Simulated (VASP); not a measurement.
These are rev-vdW-DF2, VASP's PBE PAW potentials (set 64) (plane waves; VASP) values and carry that method's errors.

The input files of a VASP run:

POSCAR:
```
CsPbBr3
1
    5.9198857076    -0.0000000000    -0.0000000000
    0.0000000000     5.9198857076    -0.0000000000
    0.0000000000    -0.0000000000     5.9198857076
Cs Pb Br
1 1 3
Direct
  0.0000000000   0.0000000000   0.0000000000
  0.5000000000   0.5000000000   0.5000000000
  0.5000000000   0.0000000000   0.5000000000
  0.0000000000   0.5000000000   0.5000000000
  0.5000000000   0.5000000000   0.0000000000
```

**INCAR**
```
SYSTEM=CsPbBr3
PREC=Accurate; ENCUT=520; LREAL=F
LASPH=T
EDIFF=1E-6; NELM=100; ALGO=Normal
LMAXMIX=4
ISMEAR=0; SIGMA=0.05
GGA=MK; LUSE_VDW=T; AGGAC=0.0
PARAM1=0.1234568; PARAM2=0.7114; ZAB_VDW=-1.8867
IBRION=2; NSW=60; ISIF=3
EDIFFG=-0.02
LWAVE=F; LCHARG=F
```

**KPOINTS**
```
Regular mesh
0
Gamma
 4 4 4
```

POTCAR, in this order: Cs_sv Pb_d Br (PBE.64 set). Program: vasp_std.

Output of the run:

**OUTCAR**
```
 ion  position               nearest neighbor table
   1  0.000  0.000  0.000-
   2  0.500  0.500  0.500-   3 2.96   4 2.96   5 2.96   5 2.96   3 2.96   4 2.96
   3  0.500  0.000  0.500-   2 2.96   2 2.96
   4  0.000  0.500  0.500-   2 2.96   2 2.96
   5  0.500  0.500  0.000-   2 2.96   2 2.96
  LATTYP: Found a simple cubic cell.
 ALAT       =     5.9198857076
 Subroutine PRICEL returns:
 Original cell was already a primitive cell.
 Subroutine GETGRP returns: Found 48 space group operations
The static configuration has the point symmetry O_h .
The dynamic configuration has the point symmetry O_h .
 Subroutine INISYM returns: Found 48 space group operations
 Subroutine IBZKPT returns following result:
 Found     10 irreducible k-points:

 Following reciprocal coordinates:
            Coordinates               Weight
  0.000000  0.000000  0.000000      1.000000
  0.250000  0.000000  0.000000      6.000000
  0.500000  0.000000  0.000000      3.000000
  0.250000  0.250000  0.000000     12.000000
  0.500000  0.250000  0.000000     12.000000
  0.500000  0.500000  0.000000      3.000000
  0.250000  0.250000  0.250000      8.000000
  0.500000  0.250000  0.250000     12.000000
  0.500000  0.500000  0.250000      6.000000
  0.500000  0.500000  0.500000      1.000000
   k-points           NKPTS =     10   k-points in BZ     NKDIM =     10   number of bands    NBANDS=     26
   number of dos      NEDOS =    301   number of ions     NIONS =      5
   total plane-waves  NPLWV = 110592
   dimension x,y,z NGX =    48 NGY =   48 NGZ =   48
   dimension x,y,z NGXF=    96 NGYF=   96 NGZF=   96
   ions per type =               1   1   3
   PREC   = accura    normal or accurate (medium, high low for compatibility)
   ISTART =      0    job   : 0-new  1-cont  2-samecut
   ICHARG =      2    charge: 1-file 2-atom 10-const
   ISPIN  =      1    spin polarized calculation?
   LNONCOLLINEAR =      F non collinear calculations
...
```

**OSZICAR**
```
       N       E                     dE             d eps       ncg     rms          rms(c)
DAV:   1     0.411672368095E+03    0.41167E+03   -0.18748E+04   520   0.150E+03
DAV:   2     0.441745652318E+02   -0.36750E+03   -0.35998E+03   624   0.331E+02
DAV:   3    -0.458632077568E+01   -0.48761E+02   -0.47013E+02   632   0.129E+02
DAV:   4    -0.646743972789E+01   -0.18811E+01   -0.18773E+01   660   0.328E+01
DAV:   5    -0.650610112965E+01   -0.38661E-01   -0.38628E-01   664   0.415E+00    0.396E+00
DAV:   6    -0.592570638612E+01    0.58039E+00   -0.11025E+00   756   0.102E+01    0.222E+00
DAV:   7    -0.586977661461E+01    0.55930E-01   -0.51527E-01   762   0.404E+00    0.935E-01
DAV:   8    -0.587392841950E+01   -0.41518E-02   -0.58529E-02   694   0.205E+00    0.183E-01
DAV:   9    -0.587301593091E+01    0.91249E-03   -0.10093E-02   710   0.769E-01    0.945E-02
DAV:  10    -0.587319345631E+01   -0.17753E-03   -0.90913E-04   610   0.189E-01    0.375E-02
DAV:  11    -0.587323329916E+01   -0.39843E-04   -0.93837E-05   618   0.800E-02    0.678E-03
DAV:  12    -0.587323351694E+01   -0.21778E-06   -0.15040E-05   718   0.448E-02    0.297E-03
DAV:  13    -0.587323351208E+01    0.48603E-08   -0.88373E-07   458   0.774E-03
   1 F= -.58732335E+01 E0= -.58732335E+01  d E =-.587323E+01
```

OUTCAR:
```
------------------------ aborting loop because EDIFF is reached ----------------------------------------
  FORCE on cell =-STRESS in cart. coord.  units (eV):
  Direction    XX          YY          ZZ          XY          YZ          ZX
  --------------------------------------------------------------------------------------
  Total        0.0073245      0.0073245      0.0073245      0.0000000     -0.0000000     -0.0000000
  in kB        0.0565654      0.0565654      0.0565654      0.0000000     -0.0000000     -0.0000000
  external PRESSURE =       0.0565654 kB  Pullay stress =       0.0000000 kB
  volume of cell :      207.46
      direct lattice vectors                 reciprocal lattice vectors
     5.919885708  0.000000000  0.000000000     0.168922180  0.000000000  0.000000000
     0.000000000  5.919885708  0.000000000     0.000000000  0.168922180  0.000000000
     0.000000000  0.000000000  5.919885708     0.000000000  0.000000000  0.168922180
 POSITION                                       TOTAL-FORCE (eV/Angst)
 -----------------------------------------------------------------------------------
      0.00000      0.00000      0.00000         0.000000      0.000000      0.000000
      2.95994      2.95994      2.95994         0.000000      0.000000      0.000000
      2.95994      0.00000      2.95994         0.000000      0.000000      0.000000
      0.00000      2.95994      2.95994         0.000000      0.000000      0.000000
      2.95994      2.95994      0.00000         0.000000      0.000000      0.000000
 -----------------------------------------------------------------------------------
    total drift:                                0.000000     -0.000000     -0.000000
  FREE ENERGIE OF THE ION-ELECTRON SYSTEM (eV)
  ---------------------------------------------------
  free  energy   TOTEN  =        -5.8732335121 eV

  energy  without entropy=       -5.8732335121  energy(sigma->0) =       -5.87323351

 reached required accuracy - stopping structural energy minimisation
```
(Selected blocks of OUTCAR.)

The compound is CsPbBr3 in the cubic perovskite structure, the ideal cubic form; the compound distorts at low or room temperature. It was relaxed first. The start is the result of an earlier pass.
